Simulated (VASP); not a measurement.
# PPt (P6_3mc) in VASP: further runs, part 2 of 2

VASP 6.6.1. The steps go on from the part before.

**4. Relaxation of cell and atoms, LAK**

INCAR reads:

```
SYSTEM = PPt
PREC = Accurate ; ENCUT = 600
EDIFF = 1E-7 ; ISMEAR = 0
SIGMA = 0.05 ; LREAL = .FALSE.
LASPH = .TRUE. ; NELM = 80
ALGO = Normal ; ISIF = 3
LWAVE = .FALSE. ; LCHARG = .FALSE.
METAGGA = LAK ; LMIXTAU = .TRUE.
IBRION = 2 ; NSW = 40
EDIFFG = -0.01
```

KPOINTS reads:

```
regular mesh
0
G
  8 8 4
  0 0 0
```

POSCAR reads:

```
PPt
1.0
    3.7430278549      0.0000000000      0.0000000000
   -1.8715139275      3.2415572094      0.0000000000
    0.0000000000      0.0000000000      6.3537430000
Pt P
2 2
Direct
    0.3333333333      0.6666666667      0.3718990000
    0.6666666667      0.3333333333      0.8718990000
    0.3333333333      0.6666666667      0.0031030000
    0.6666666667      0.3333333333      0.5031030000
```

Potentials or basis: VASP PAW PBE potentials, release 64 (Pt, P).

Command:

```bash
$ cat potpaw_PBE.64/Pt/POTCAR potpaw_PBE.64/P/POTCAR > POTCAR
$ mpirun -np 1 vasp_std > vasp.out
```

OUTCAR:

```text
SYSTEM = PPt
   PREC = Accurate
   ENCUT = 600
   EDIFF = 1E-7
   ISMEAR = 0
   LREAL = .FALSE.
   LASPH = .TRUE.
   NELM = 80
   ISIF = 3
   METAGGA = LAK
   IBRION = 2
   NSW = 40
   EDIFFG = -0.01

 ion  position               nearest neighbor table
   1  0.333  0.667  0.372-   4 2.32   4 2.32   4 2.32   3 2.34
   2  0.667  0.333  0.872-   3 2.32   3 2.32   3 2.32   4 2.34
   3  0.333  0.667  0.003-   2 2.32   2 2.32   2 2.32   1 2.34
   4  0.667  0.333  0.503-   1 2.32   1 2.32   1 2.32   2 2.34

  LATTYP: Found a hexagonal cell.
 ALAT       =     3.7430278549
 C/A-ratio  =     1.6974875011

  Lattice vectors:

 A1 = (   3.7430278549,   0.0000000000,   0.0000000000)
 A2 = (  -1.8715139275,   3.2415572094,   0.0000000000)
 A3 = (   0.0000000000,   0.0000000000,   6.3537430000)

Analysis of symmetry for initial positions (statically):
=====================================================================
 Subroutine PRICEL returns:
 Original cell was already a primitive cell.

 Routine SETGRP: Setting up the symmetry group for a
 hexagonal supercell.

 Subroutine GETGRP returns: Found 12 space group operations
 (whereof  6 operations were pure point group operations)
 out of a pool of 24 trial point group operations.

The static configuration has the point symmetry C_3v.
 The point group associated with its full space group is C_6v.

Analysis of symmetry for dynamics (positions and initial velocities):
=====================================================================
 Subroutine PRICEL returns:
 Original cell was already a primitive cell.

 Routine SETGRP: Setting up the symmetry group for a
 hexagonal supercell.

[... 150 lines left out ...]

 number of electron      30.0000005 magnetization

 Free energy of the ion-electron system (eV)
  ---------------------------------------------------
  ext. energy  EPLUGINS =         0.00000000
  ---------------------------------------------------
  free energy    TOTEN  =        97.87972875 eV

  energy without entropy =       97.88280161  energy(sigma->0) =       97.88126518

------------------------ aborting loop because EDIFF is reached ----------------------------------------

  FORCE on cell =-STRESS in cart. coord.  units (eV):
  Direction    XX          YY          ZZ          XY          YZ          ZX
  --------------------------------------------------------------------------------------
  -------------------------------------------------------------------------------------
  Total        0.6282068      0.6282068      0.7062796     -0.0000000      0.0000000      0.0000000
  in kB       13.0559008     13.0559008     14.6784711     -0.0000000      0.0000000      0.0000000
  external PRESSURE =      13.5967576 kB  Pullay stress =       0.0000000 kB
[... 95 lines left out ...]
  FREE ENERGIE OF THE ION-ELECTRON SYSTEM (eV)
  ---------------------------------------------------
  free  energy   TOTEN  =        97.8756241398 eV

  energy  without entropy=       97.8786551472  energy(sigma->0) =       97.87713964

[... ionic steps 4 to 11 ...]

--------------------------------------- Ionic step       12  -------------------------------------------

 number of electron      30.0000000 magnetization

------------------------ aborting loop because EDIFF is reached ----------------------------------------
[... 71 lines left out ...]
--------------------------------------- Ionic step       14  -------------------------------------------

 number of electron      30.0000000 magnetization

 Free energy of the ion-electron system (eV)
  ---------------------------------------------------
  ext. energy  EPLUGINS =         0.00000000
  ---------------------------------------------------
  free energy    TOTEN  =        97.87074665 eV

  energy without entropy =       97.87213780  energy(sigma->0) =       97.87144223

 E-fermi :   7.1788     XC(G=0): -11.0989

 val. band max:        7.1228916705   @ k =   0.3750   0.2500   0.2500
 cond. band min:       7.2150252009   @ k =   0.1250   0.1250   0.0000
 fundamental gap:      0.0921335304
 Fermi energy:         7.1787741261

 k-point     1 :       0.0000    0.0000    0.0000
  band No.  band energies     occupation
      1      -6.5326      2.00000
      2      -5.2633      2.00000
      3       0.6683      2.00000
      4       0.7457      2.00000
      5       0.9464      2.00000
      6       0.9464      2.00000
[... 505 lines left out ...]
      6       1.6131      2.00000
[... 11 lines left out ...]
     18       8.2111      0.00000
     19      12.6844      0.00000

 [... further k-points ...]

------------------------ aborting loop because EDIFF is reached ----------------------------------------

  FORCE on cell =-STRESS in cart. coord.  units (eV):
  Direction    XX          YY          ZZ          XY          YZ          ZX
  --------------------------------------------------------------------------------------
  -------------------------------------------------------------------------------------
  Total       -0.0004587     -0.0004587     -0.0033834      0.0000000     -0.0000000      0.0000000
  in kB       -0.0094699     -0.0094699     -0.0698555      0.0000000     -0.0000000      0.0000000
  external PRESSURE =      -0.0295984 kB  Pullay stress =       0.0000000 kB
[... 19 lines left out ...]
  FREE ENERGIE OF THE ION-ELECTRON SYSTEM (eV)
  ---------------------------------------------------
  free  energy   TOTEN  =        97.8707466517 eV

  energy  without entropy=       97.8721378040  energy(sigma->0) =       97.87144223

 reached required accuracy - stopping structural energy minimisation
```

OSZICAR:

```text
N       E                     dE             d eps       ncg     rms          rms(c)
DAV:   1     0.273694781629E+03    0.27369E+03   -0.15554E+04  1140   0.161E+03
DAV:   2     0.875287272318E+02   -0.18617E+03   -0.17881E+03  1371   0.286E+02
DAV:   3     0.797045359194E+02   -0.78242E+01   -0.75638E+01  1415   0.549E+01
[... 194 lines left out ...]
DAV:   6     0.978707467991E+02    0.41876E-06   -0.52370E-07  1200   0.823E-03    0.114E-03
DAV:   7     0.978707465965E+02   -0.20265E-06   -0.14348E-07   684   0.434E-03    0.395E-04
DAV:   8     0.978707467496E+02    0.15312E-06   -0.87493E-08   603   0.287E-03    0.155E-04
DAV:   9     0.978707466160E+02   -0.13355E-06   -0.16242E-08   570   0.128E-03    0.102E-04
DAV:  10     0.978707466517E+02    0.35667E-07   -0.23214E-09   570   0.448E-04
  14 F= 0.97870747E+02 E0= 0.97871442E+02  d E =-.939593E-04
```

CONTCAR:

```text
PPt
   1.00000000000000
     3.7061125647129161    0.0000000000005745   -0.0000000000000000
    -1.8530562824054675    3.2095876303101054   -0.0000000000000000
    -0.0000000000000000   -0.0000000000000000    6.5238208296721458
  Pt              P
     2     2
Direct
     0.3333333332999970    0.6666666667000030    0.3690388499986024
     0.6666666667000030    0.3333333332999970    0.8690388499986024
     0.3333333332999970    0.6666666667000030    0.0059631500013997
     0.6666666667000030    0.3333333332999970    0.5059631500013997

  0.00000000E+00  0.00000000E+00  0.00000000E+00
  0.00000000E+00  0.00000000E+00  0.00000000E+00
  0.00000000E+00  0.00000000E+00  0.00000000E+00
  0.00000000E+00  0.00000000E+00  0.00000000E+00
```

Run time: 29 min. Hardware: 1 thread of Intel Xeon Platinum 8488C (Sapphire Rapids), shared host; peak memory 0.26 GiB.

Results:

```
Free energy                            : 97.8707 eV
Relaxed volume                         : 19.40 Å³/atom
Relaxed cell                           : a = 3.706 Å, b = 3.706 Å, c = 6.524 Å, α = 90.00°, β = 90.00°, γ = 120.00°
Space group after relaxing (to 0.05 Å) : P6_3mc (No. 186)
Energy gained by relaxing              : 2.2 meV/atom
Ionic steps                            : 14
Pressure after relaxing                : 0.0 GPa
Band gap on the k mesh                 : none (metal or under the smearing width)
```

The path:
| step | energy change (eV) | largest force (eV/Å) | pressure (GPa) | volume (Å³) |
| --- | --- | --- | --- | --- |
| 1 | 0.0000 | 0.1240 | 1.36 | 77.09 |
| 2 | 0.0019 | 0.0208 | -1.83 | 78.93 |
| 3 | -0.0041 | 0.0569 | -0.12 | 77.91 |
| 4 | -0.0048 | 0.0213 | -0.05 | 77.85 |
| 5 | -0.0053 | 0.0318 | 0.05 | 77.75 |
| 6 | -0.0059 | 0.0251 | 0.03 | 77.76 |
| 7 | -0.0072 | 0.0050 | -0.04 | 77.76 |
| 8 | -0.0083 | 0.0512 | -0.24 | 77.74 |
| 9 | -0.0084 | 0.0136 | -0.14 | 77.75 |
| 10 | -0.0088 | 0.0310 | -0.20 | 77.75 |
| 11 | -0.0085 | 0.0228 | 0.32 | 77.39 |
| 12 | -0.0089 | 0.0274 | -0.01 | 77.62 |
| 13 | -0.0090 | 0.0135 | 0.00 | 77.59 |
| 14 | -0.0090 | 0.0008 | 0.00 | 77.60 |

Final structure:
```
Pt P
1.0
     3.70611    0.00000    0.00000
    -1.85306    3.20959    0.00000
     0.00000    0.00000    6.52382
Pt P
2 2
Direct
  0.33333 0.66667 0.36904
  0.66667 0.33333 0.86904
  0.33333 0.66667 0.00596
  0.66667 0.33333 0.50596
```

Levels at points of the mesh, in eV from the Fermi level:
| k point | band 11 | band 12 | band 13 | band 14 | band 15 | band 16 | band 17 | band 18 | band 19 |
| --- | --- | --- | --- | --- | --- | --- | --- | --- | --- |
| (0.00, 0.00, 0.00) | -3.65 | -3.65 | -3.38 | 1.94 | 1.94 | 3.60 | 3.97 | 4.26 | 4.26 |
| (0.50, 0.00, 0.00) | -3.44 | -3.29 | -2.56 | -2.46 | -1.82 | -0.73 | 0.73 | 2.02 | 5.04 |
| (0.00, 0.00, 0.50) | -3.88 | -3.88 | -0.48 | -0.48 | 2.87 | 2.87 | 2.87 | 2.87 | 5.33 |
| (0.50, 0.00, 0.50) | -3.36 | -3.36 | -3.08 | -3.08 | -0.08 | -0.08 | 0.66 | 0.66 | 5.41 |

Caveat: the PAW data sets were made with another functional, which shifts forces and pressure a little. Spin-orbit coupling is left out, which matters for the levels of Pt.

**5. The reference run**

An earlier run on the cell as given: functional PBE; potentials or basis VASP PAW PBE potentials, release 64 (Pt, P); cutoff 520 eV; k mesh 8 × 8 × 4; occupations fermi-dirac, width 0.05 eV; no spin polarisation.

- Pressure: -0.1 GPa
- Largest force: 0.136 eV/Å
- Band gap on the k mesh: none (metal or under the smearing width)

**6. Summary**

| task | level | potentials or basis | cell | k mesh | cutoff (eV) | smearing | mesh quality | gap on the mesh (eV) | pressure (GPa) | relaxed volume (Å³/atom) | largest force (eV/Å) |
| --- | --- | --- | --- | --- | --- | --- | --- | --- | --- | --- | --- |
| single point | PBE | VASP PAW PBE potentials, release 64 (Pt_GW, P_GW) | as given | 4 × 4 × 2 | 450 | gaussian 0.02 eV | coarse | none | 0.8 | - | 0.44 |
| relaxation of cell and atoms | r2SCAN | VASP PAW PBE potentials, release 64 (Pt, P) | relaxed | 8 × 8 × 4 | 600 | gaussian 0.05 eV | not flagged | none | 0.0 | 18.75 | - |
| relaxation of cell and atoms | LAK | VASP PAW PBE potentials, release 64 (Pt, P) | relaxed | 8 × 8 × 4 | 600 | gaussian 0.05 eV | not flagged | none | 0.0 | 19.40 | - |
| single point | PBE | VASP PAW PBE potentials, release 64 (Pt, P) | as given | 8 × 8 × 4 | 520 | fermi-dirac 0.05 eV | not flagged | none | -0.1 | - | 0.14 |

Alike in all rows: no spin polarisation.

Caveats: some runs use coarse meshes; the PAW data sets were made with another functional, which shifts forces and pressure a little (some runs).

Total energies depend on the potentials used, so only differences within one code and one set of settings carry meaning.
